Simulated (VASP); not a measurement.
OSZICAR of a VASP run on NaI (rock salt):

File OSZICAR:
```
       N       E                     dE             d eps       ncg     rms          rms(c)
DAV:   1     0.110017833418E+03    0.11002E+03   -0.71529E+03   440   0.124E+03
DAV:   2     0.228084148478E+02   -0.87209E+02   -0.82767E+02   484   0.288E+02
DAV:   3     0.148797780141E+02   -0.79286E+01   -0.78730E+01   556   0.933E+01
DAV:   4     0.146189817714E+02   -0.26080E+00   -0.26058E+00   537   0.168E+01
DAV:   5     0.146106142565E+02   -0.83675E-02   -0.83672E-02   584   0.310E+00    0.189E+00
DAV:   6     0.131331126669E+02   -0.14775E+01   -0.35329E+00   446   0.313E+01    0.123E+00
DAV:   7     0.131559806659E+02    0.22868E-01   -0.29574E-01   491   0.913E+00    0.691E-01
DAV:   8     0.130882372162E+02   -0.67743E-01   -0.14097E-01   446   0.402E+00    0.263E-01
DAV:   9     0.130497283710E+02   -0.38509E-01   -0.78538E-03   464   0.114E+00    0.236E-01
DAV:  10     0.130570509351E+02    0.73226E-02   -0.96306E-03   476   0.144E+00    0.758E-02
DAV:  11     0.130451579303E+02   -0.11893E-01   -0.64658E-03   443   0.913E-01    0.837E-02
DAV:  12     0.130447757885E+02   -0.38214E-03   -0.67737E-04   440   0.284E-01    0.947E-02
DAV:  13     0.130447091689E+02   -0.66620E-04   -0.12051E-05   545   0.411E-02    0.114E-01
DAV:  14     0.130446329191E+02   -0.76250E-04   -0.23577E-04   443   0.157E-01    0.126E-02
DAV:  15     0.130445990337E+02   -0.33885E-04   -0.27614E-05   446   0.787E-02    0.143E-02
DAV:  16     0.130445949098E+02   -0.41239E-05   -0.48987E-06   461   0.303E-02    0.128E-02
DAV:  17     0.130445942555E+02   -0.65428E-06   -0.10037E-06   494   0.170E-02
   1 F= 0.13044594E+02 E0= 0.13044594E+02  d E =0.130446E+02
       N       E                     dE             d eps       ncg     rms          rms(c)
DAV:   1     0.130435922802E+02   -0.10026E-02   -0.23352E-02   497   0.231E+00    0.187E-01
DAV:   2     0.130442279448E+02    0.63566E-03   -0.98933E-04   491   0.358E-01    0.926E-02
DAV:   3     0.130444585247E+02    0.23058E-03   -0.45322E-04   491   0.260E-01    0.379E-02
DAV:   4     0.130444522875E+02   -0.62372E-05   -0.15976E-05   473   0.528E-02    0.339E-02
DAV:   5     0.130445617205E+02    0.10943E-03   -0.63136E-05   449   0.891E-02    0.159E-02
DAV:   6     0.130444681390E+02   -0.93581E-04   -0.53289E-05   449   0.742E-02    0.231E-03
DAV:   7     0.130444673694E+02   -0.76956E-06   -0.93291E-07   452   0.889E-03
   2 F= 0.13044467E+02 E0= 0.13044467E+02  d E =-.126886E-03
```

**Question.** Which electronic solver shows in the log?

**Answer.** It is blocked Davidson (ALGO = Normal, or the opening steps of other solvers). The INCAR had ALGO = Normal.

**Question.** Can the final energy be trusted as converged?

**Answer.** The calculation finished and met its thresholds. It stopped with EDIFF = 1E-6, NELM = 100, NSW = 60 and EDIFFG = -0.01 after 2 ionic steps (revTPSS meta-GGA, plane waves, VASP's PBE PAW potentials (set 64)).

The compound is NaI in the rock salt structure. This run relaxes it. Symmetry was kept, so distortions that lower it aren't found.
